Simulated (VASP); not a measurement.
Given:

```yaml
crystal:
  lattice:
    - [-0.00150, 5.20582, 5.20434]
    - [5.20582, -0.00150, 5.20434]
    - [2.60216, 2.60216, 0.00000]
  atoms:
    - { symbol: Na, position: [0.00000, 0.00000, 0.00000] }
    - { symbol: Cl, position: [0.25778, 0.25778, 0.48443] }
    - { symbol: Cl, position: [0.26557, 0.73443, 0.50000] }
    - { symbol: Cl, position: [0.73443, 0.26557, 0.50000] }
    - { symbol: Cl, position: [0.74222, 0.74222, 0.51557] }
    - { symbol: Li, position: [0.00000, 0.50000, 0.00000] }
    - { symbol: Li, position: [0.50000, 0.00000, 0.00000] }
    - { symbol: Li, position: [0.50000, 0.50000, 0.00000] }
```

The numbers are results of PBEsol GGA, VASP's PBE PAW potentials (set 64) (plane waves; VASP), not measurements. Numerical set-up: 520 eV cut-off, Gaussian smearing of 0.050 eV, potentials Na_pv Cl Li_sv.

Predict the band gap (along the path) with the smallest direct gap where there is one.

```
Property                               Result
------------------------------------  -------
band gap (along the path)             5.86 eV
smallest direct gap (along the path)  5.86 eV
```

Only differences to runs with the same potentials and settings are physical.

The structure was generated: Li3NaCl4 was put into an ordered model structure (Cmmm), which need not be its known phase. It was relaxed first.
